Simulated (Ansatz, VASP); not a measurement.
# NaLiZnO2: VASP beside Ansatz, part 2 of 2

Wanted: the spread between two codes on one cell, functional and k mesh. The cell is invented: As first built, before any earlier steps moved the atoms (in the runner's words): O for S in the NaLiZnS2 structure of space group P3m1. It may not be a known or stable phase. The two relaxations start from unlike cells of this crystal (the structure described is Ansatz's start), so only their ends are compared.

VASP 6.6.1 and Ansatz 0.2.0.

So far: The starting structure; Ansatz: relaxation of cell and atoms, PBE; VASP: relaxation of cell and atoms, PBE.

## (3) VASP: relaxation of cell and atoms, PBE (continued)

Level of this step: PBE; plane waves and PAW (Na_pv, Li_sv, Zn, O); invented cell (VASP).

Numbers of over 12 decimals in the logs are rounded to 6 here.

From OUTCAR (step 3):

```text
ion  position               nearest neighbor table
   1  0.000  0.000  0.022-   2 2.65   2 2.65   2 2.65
   2  0.333  0.667  0.333-   5 1.94   5 1.94   5 1.94   3 2.56   3 2.56   3 2.56   1 2.65   1 2.65
                             1 2.65
   3  0.667  0.333  0.621-   5 1.98   4 2.04   4 2.04   4 2.04   2 2.56   2 2.56   2 2.56
   4  0.333  0.667  0.741-   3 2.04   3 2.04   3 2.04
   5  0.667  0.333  0.284-   2 1.94   2 1.94   2 1.94   3 1.98

  LATTYP: Found a hexagonal cell.
 ALAT       =     3.3194153201
 C/A-ratio  =     1.7768570615

 Subroutine GETGRP returns: Found  6 space group operations
 (whereof  6 operations were pure point group operations)

The static configuration has the point symmetry C_3v.

 Found     24 irreducible k-points:

   k-points           NKPTS =     24   k-points in BZ     NKDIM =     24   number of bands    NBANDS=     23

   dimension x,y,z NGX =    30 NGY =   30 NGZ =   54
   dimension x,y,z NGXF=    60 NGYF=   60 NGZF=  108

   ENCUT  =  750.0 eV  55.12 Ry    7.42 a.u.   7.41  7.41 13.17*2*pi/ulx,y,z

   NELECT =      34.0000    total number of electrons

 k-points in reciprocal lattice and weights: Automatic mesh
   0.00000000  0.00000000  0.00000000       0.007
   0.16666667 -0.00000000  0.00000000       0.042
   0.33333333 -0.00000000  0.00000000       0.042
   0.50000000  0.00000000  0.00000000       0.021
   0.16666667  0.16666667  0.00000000       0.042
   0.33333333  0.16666667  0.00000000       0.083
   0.33333333  0.33333333  0.00000000       0.014
   0.00000000  0.00000000  0.25000000       0.014
   0.16666667 -0.00000000  0.25000000       0.042
[...]
0.33333333  0.16666667  0.50000000       0.083
   0.33333333  0.33333333  0.50000000       0.014

 average (electrostatic) potential at core
       1 -46.5484       2 -60.9272       3 -36.0699       4 -72.8794       5 -71.6037

 E-fermi :   1.8311

 k-point     1 :       0.0000    0.0000    0.0000
  band No.  band energies     occupation
    ...
     13       0.4332      2.00000
     14       0.4332      2.00000
     15       0.8766      2.00000
     16       1.0406      2.00000
     17       1.0406      2.00000
     18       2.6217      0.00000
     19       8.0163      0.00000
     20       8.8012      0.00000
     21      13.3121      0.00000
     22      13.5635      0.00000
    ...

 k-point     2 :       0.1667   -0.0000    0.0000
  band No.  band energies     occupation
    ...
     13      -0.4391      2.00000
     14       0.1730      2.00000
     15       0.4183      2.00000
     16       0.7976      2.00000
     17       0.9189      2.00000
     18       3.8211      0.00000
     19       8.5150      0.00000
     20       8.8273      0.00000
     21      11.7586      0.00000
     22      13.0487      0.00000
    ...

 k-point     3 :       0.3333   -0.0000    0.0000
  band No.  band energies     occupation
    ...
     13      -1.4055      2.00000
     14      -0.3552      2.00000
     15      -0.2827      2.00000
     16       0.4642      2.00000
     17       0.6859      2.00000
     18       5.5744      0.00000
     19       8.1034      0.00000
     20       9.5707      0.00000
     21      10.6280      0.00000
     22      12.0256      0.00000
    ...

  Total       -0.0024130     -0.0024130     -0.0064249      0.0000000      0.0000000     -0.0000000
  in kB       -0.0688280     -0.0688280     -0.1832630      0.0000000      0.0000000     -0.0000000
  external PRESSURE =      -0.1069730 kB  Pullay stress =       0.0000000 kB

  energy-cutoff  :      750.00
  volume of cell :       56.17
      direct lattice vectors                 reciprocal lattice vectors
     3.316388324  0.000000060  0.000000000     0.301532840  0.174090115 -0.000000000
    -1.658194555  2.872076413 -0.000000000    -0.000000006  0.348180148  0.000000000
     0.000000000 -0.000000000  5.897096551    -0.000000000  0.000000000  0.169574975

 POSITION                                       TOTAL-FORCE (eV/Angst)
 -----------------------------------------------------------------------------------
      0.00000     -0.00000      0.12954        -0.000000     -0.000000      0.001266
      0.00000      1.91472      1.96086        -0.000000     -0.000000     -0.004470
      1.65819      0.95736      3.65993        -0.000000     -0.000000     -0.004682
      0.00000      1.91472      4.36870        -0.000000      0.000000      0.003294
      1.65819      0.95736      1.67517         0.000000     -0.000000      0.004592
 -----------------------------------------------------------------------------------
    total drift:                               -0.001254      0.000000      0.000049

  FREE ENERGIE OF THE ION-ELECTRON SYSTEM (eV)
  ---------------------------------------------------
  free  energy   TOTEN  =       -22.0301688515 eV

  energy  without entropy=      -22.0301688515  energy(sigma->0) =      -22.03016885

 reached required accuracy - stopping structural energy minimisation

 total charge
# of ion       s       p       d       tot
------------------------------------------
    1        0.060   5.994   0.000   6.054
    2        2.036   0.079   0.000   2.116
    3        0.474   0.474   9.878  10.826
    4        1.547   3.411   0.000   4.958
    5        1.540   3.458   0.000   4.998
--------------------------------------------------
tot          5.657  13.416   9.878  28.952

[... 3 further parts left out ...]
```

CONTCAR:

```
NaLiZnO2
   1.00000000000000
     3.3163883237083840    0.0000000603046219    0.0000000000000000
    -1.6581945545342991    2.8720764129333469   -0.0000000000000000
     0.0000000000000000   -0.0000000000000000    5.8970965505718302
  Na              Li              Zn              O
     1     1     1     2
Direct
     0.0000000000000000    0.0000000000000000    0.0219661880705992
     0.3333334228000027    0.6666666667000030    0.3325124282746208
     0.6666668455000035    0.3333333332999970    0.6206319376360765
     0.3333334228000027    0.6666666667000030    0.7408218421260898
     0.6666668455000035    0.3333333332999970    0.2840674473926134
```

## (4) Differences

Known differences besides the potentials themselves: the data sets hold 36 valence electrons in Ansatz (on its default PAW (the set named soft_2) files) and 34 in VASP; the cutoff is 420 eV in Ansatz and 750 eV in VASP; Ansatz adds a Pulay correction to the stress that steers its cell, VASP none. Total energies have different zeros and are not compared.

Both answers:

```
                                         quantity  Ansatz   VASP  difference
                                      volume (Å³)   56.07  56.17     -0.18 %
edge a after relaxation, in the typed setting (Å)   3.314  3.316     -0.06 %
edge c after relaxation, in the typed setting (Å)   5.893  5.897     -0.07 %
```

## (5) Summary of results

```
difference in volume (relaxation of cell and atoms, PBE) : -0.18 %
```

What this shows: The difference in volume is -0.18 % (relaxation of cell and atoms, PBE), within the 1.2 % picked in this series as the mark of a large difference, as far as the stopping tolerances let one tell. The data sets hold unlike numbers of valence electrons (36 in Ansatz and 34 in VASP), so part of the differences comes from the potentials. How closely two codes agree says nothing of how well the functional describes the real material.

[Lines on the potential files, build, host, timing and source positions are cut from VASP's logs without a mark.]

[Logs are printed without paths, hosts, clocks, repeated set-up lines and the standing remarks that a program may print on its own settings, such as how far it seeks lower states.]

[Hosts, paths, dates, database ids (printed as entryN), source tags and the programs' standing remarks are cut or masked in the printed files.]
